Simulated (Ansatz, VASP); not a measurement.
# Two plane-wave programs on ScTa2N3

The input INCAR:

```
ALGO     = Normal         # electronic algorithm
EDIFF    = 1E-7           # SCF threshold, eV
ENCUT    = 520            # plane-wave cutoff, eV
GGA      = PE             # functional
ISIF     = 2              # what is computed and relaxed
ISMEAR   = 0              # smearing method
LASPH    = T              # aspherical terms in the spheres
LCHARG   = F              # write CHGCAR
LREAL    = F              # projectors in reciprocal space
LWAVE    = F              # write WAVECAR
NBANDS   = 33             # bands
NELM     = 100            # most SCF steps
PREC     = Accurate       # precision mode
SIGMA    = 0.1            # smearing width, eV
```

File KPOINTS:

```
k-points
0
Gamma
  6 6 4
```

The input POSCAR:

```
ScTa2N3
1.0
    4.0230782600      0.0000000000      0.0000000000
   -2.0115391300      3.4840879700      0.0000000000
    0.0000000000      0.0000000000      6.3996789400
Sc Ta N
1 2 3
Direct
    0.0000000000      0.0000000000      0.0000000000
    0.6666666700      0.3333333300      0.7472822100
    0.3333333300      0.6666666700      0.2527177900
    0.6666666700      0.3333333300      0.3520774200
    0.3333333300      0.6666666700      0.6479225800
    0.0000000000      0.0000000000      0.5000000000
```

Input for Ansatz:

```yaml
crystal:
  lattice:
    - [4.02307826, 0.0, 0.0]
    - [-2.01153913, 3.48408797, 0.0]
    - [0.0, 0.0, 6.39967894]
  atoms:
    - { symbol: Sc, position: [0.0, 0.0, 0.0] }
    - { symbol: Ta, position: [0.66666667, 0.33333333, 0.74728221] }
    - { symbol: Ta, position: [0.33333333, 0.66666667, 0.25271779] }
    - { symbol: "N", position: [0.66666667, 0.33333333, 0.35207742] }
    - { symbol: "N", position: [0.33333333, 0.66666667, 0.64792258] }
    - { symbol: "N", position: [0.0, 0.0, 0.5] }
basis:
  ecutwfc: 420
kpoints:
  mp_grid: { grid: [6, 6, 4] }
hamiltonian:
  xc: pbe
scf:
  occupations: { method: gaussian, width: 0.1 }
  lower_state_search: "off"
output:
  forces: true
  stress: true
  eigenvalues: true
```

Change from the starting cell: species swapped into the Li3SmSb2 type (P-3m1, No. 164).

Alike in both runs: task single point; functional PBE; k mesh 6 × 6 × 4; occupations gaussian, width 0.1 eV; no spin polarisation.

```csv
,VASP,Ansatz
version,VASP 6.6.1,Ansatz 0.2.0
potentials or method,"VASP PAW PBE potentials, release 64 (Sc_sv, Ta_pv, N)","scalar-relativistic, plane waves, PAW"
plane-wave cutoff (eV),520,420
valence electrons in the cell,48,52
```

Ansatz gave:

| Quantity | Value |
| --- | --- |
| gap on the k mesh at the Fermi level (eV) | none |
| pressure (GPa) | -22.9 |
| largest component of the traceless stress (GPa) | 3.63 |
| rms of the force components (eV/Å) | 2.369 |

Q: Which values does VASP return?

A: gap on the k mesh at the Fermi level (eV): none; pressure (GPa): -22.9; largest component of the traceless stress (GPa): 3.67; rms of the force components (eV/Å): 2.365.

Atom by atom the forces differ by 0.004 eV/Å (rms over components). A gap of «none» marks a metal or a gap that the smearing closes. The two sets of potentials don't hold the same shells in valence.

Caveats: so large a pressure means that the cell lies far from this level's equilibrium, or that cutoff or potentials fall short (VASP); forces of over 1 eV/Å show positions far from the minimum, so gaps and moduli don't describe the material at rest. Spin-orbit coupling is left out, which matters for the levels of Ta.
